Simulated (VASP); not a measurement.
Given:

```
ZrB2
1.0
    1.60032    -2.77184     0.00000
    1.60032     2.77184     0.00000
    0.00000     0.00000     3.58205
Zr B
1 2
Direct
  0.00000   0.00000   0.00000
  0.33333   0.66667   0.50000
  0.66667   0.33333   0.50000
```

Level of theory: PBE GGA, VASP's PBE PAW potentials (set 64) (plane waves; VASP). Settings: 520 eV cut-off, 11×11×9 Γ-centred mesh, first-order Methfessel-Paxton smearing of 0.10 eV, potentials Zr_sv B.

**Question.** Predict the energy per atom (σ→0), pressure, band gap (on the k-mesh) with the smallest direct gap where there is one.

**Answer.** 
```
Quantity                                                     Value
------------------------  ----------------------------------------
band gap (on the k-mesh)  none (metal, semimetal or under 0.01 eV)
energy per atom (σ→0)                               -8.321 eV/atom
pressure                                                 -6.57 GPa
```

The compound is ZrB2 in the AlB2 type structure. This cell is one point of a volume scan, at 1.03 of the reference volume.
